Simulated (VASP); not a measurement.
Input for VASP

### KPOINTS
```
Automatic mesh
0
Gamma
7 7 1
0 0 0
```

### INCAR
```
# general
SYSTEM   =  TiTe2
PREC     =  Accurate
ENCUT    =  300   # plane-wave cut-off (eV)
LREAL    =  F   # projection in real space or not
LASPH    =  T   # aspherical one-centre terms

# electronic loop
EDIFF    =  1E-6
NELM     =  100   # most electronic steps
ALGO     =  Normal
LMAXMIX  =  4

# smearing
ISMEAR   =  0   # Gaussian
SIGMA    =  0.05

# functional
GGA      =  PE

# ions
ISIF     =  2

# output
LWAVE    =  F
LCHARG   =  F
```

**POSCAR**
```
TiTe2
1
    3.9889370000     0.0000000000     0.0000000000
   -1.9944690000     3.4545200000     0.0000000000
    0.0000000000     0.0000000000    17.1706300000
Ti Te
1 2
Direct
  0.0000000000   0.0000000000   0.5000000000
  0.3333330000   0.6666670000   0.5923270000
  0.6666670000   0.3333330000   0.4076730000
```

POTCAR, in this order: Ti_sv Te (PBE.64 set). Program: vasp_std.

### Question
Translate this PBE calculation to Ansatz.

### Answer
One equivalent input (not run):
Ansatz 0.2 input:
```yaml
crystal:
  lattice:
    - [3.9889370, 0.0000000, 0.0000000]
    - [-1.9944690, 3.4545200, 0.0000000]
    - [0.0000000, 0.0000000, 17.1706300]
  atoms:
    - { symbol: Ti, position: [0.0000000, 0.0000000, 0.5000000] }
    - { symbol: Te, position: [0.3333330, 0.6666670, 0.5923270] }
    - { symbol: Te, position: [0.6666670, 0.3333330, 0.4076730] }
kpoints:
  mp_grid: { grid: [7, 7, 1] }
hamiltonian:
  xc: pbe
  pseudopotentials: { kind: paw }
scf:
  occupations: { method: gaussian, width: 0.05 }
  max_iter: 100
output: { forces: true, stress: true, eigenvalues: true }
```
What does not carry over: each code has its own PAW files, so the cut-off isn't converted (ENCUT is set for VASP's; basis.ecutwfc is left out, and Ansatz then takes the one that its files recommend); Ansatz stops its SCF on the density residual and VASP on the energy change (EDIFF).

The cell is a sheet with vacuum, built from a generated structure.
